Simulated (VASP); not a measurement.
Data:

```yaml
crystal:
  lattice:
    - [0.00000, 3.06316, 3.06316]
    - [3.06316, 0.00000, 3.06316]
    - [12.23992, 12.23992, 0.01274]
  atoms:
    - { symbol: Ga, position: [0.99899, 0.99899, 0.00076] }
    - { symbol: Ga, position: [0.99984, 0.99984, 0.25012] }
    - { symbol: Ga, position: [0.00091, 0.00091, 0.49931] }
    - { symbol: Sb, position: [0.24973, 0.24973, 0.06270] }
    - { symbol: Sb, position: [0.25044, 0.25044, 0.31217] }
    - { symbol: Sb, position: [0.25148, 0.25148, 0.56139] }
    - { symbol: Sb, position: [0.24891, 0.24891, 0.81331] }
    - { symbol: Al, position: [0.99970, 0.99970, 0.75023] }
```

Method: PBEsol GGA, VASP's PBE PAW potentials (set 64) (plane waves; VASP 6.6.1). Numerical set-up: 400 eV cut-off, 7×7×2 Γ-centred mesh, tetrahedra with Blöchl corrections, potentials Ga_d Sb Al.

**Question.** The job: AlGa₃Sb₄ (ordered alloy cell), 8 atoms, PBEsol, static run, 400 eV, 7×7×2 Γ-centred mesh. Roughly how much core time does it take on a busy server core?

**Answer.** About 7 core-minutes (one run on a shared machine, a rough figure). It had 32 irreducible k-points, 37 bands, up to 4192 plane waves and 16 electronic steps.

The structure was generated: AlGa3Sb4 was put into an ordered model structure (R3m), which need not be its known phase. It was relaxed first.
